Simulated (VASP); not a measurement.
Zr:

```
CELL_PARAMETERS angstrom
3.23200 0.00000 0.00000
-1.61600 2.79899 0.00000
0.00000 0.00000 5.14700
ATOMIC_POSITIONS crystal
Zr 0.33333 0.66667 0.25000
Zr 0.66667 0.33333 0.75000
```

| Item | Value |
| --- | --- |
| Program | VASP 6.6.1 |
| Task | relaxation of cell and atoms |
| Functional | PBEsol |
| Potentials or basis | VASP PAW PBE potentials, release 64 (Zr_sv) |
| Cutoff | 600 eV |
| k mesh | 15 × 15 × 7 |
| Occupations | methfessel-paxton, width 0.1 eV |
| Spin | no spin polarisation |

At the start: pressure -3.3 GPa; volume 23.28 Å³/atom.

Q: Where does the relaxation end?

A: Over 7 steps the energy falls by 8.5 meV/atom and the volume is 22.47 Å³/atom (-3.5 %); space group P6_3/mmc (No. 194, to 0.05 Å).

Step by step:
```tsv
step	energy change (eV)	largest force (eV/Å)	pressure (GPa)	volume (Å³)
1	0.0000	0.0000	-3.27	46.56
2	0.0005	0.0000	3.70	43.44
3	-0.0167	0.0000	0.00	44.98
4	-0.0167	0.0000	0.06	44.95
5	-0.0170	0.0000	0.05	44.94
6	-0.0171	0.0000	0.05	44.94
7	-0.0171	0.0000	0.05	44.94
```

Final structure:
```
Zr
1.0
     3.18554    0.00000    0.00000
    -1.59277    2.75876    0.00000
     0.00000    0.00000    5.11353
Zr
2
Direct
  0.33333 0.66667 0.25000
  0.66667 0.33333 0.75000
```

Caveat: the PAW data sets were made with another functional, which shifts forces and pressure a little.
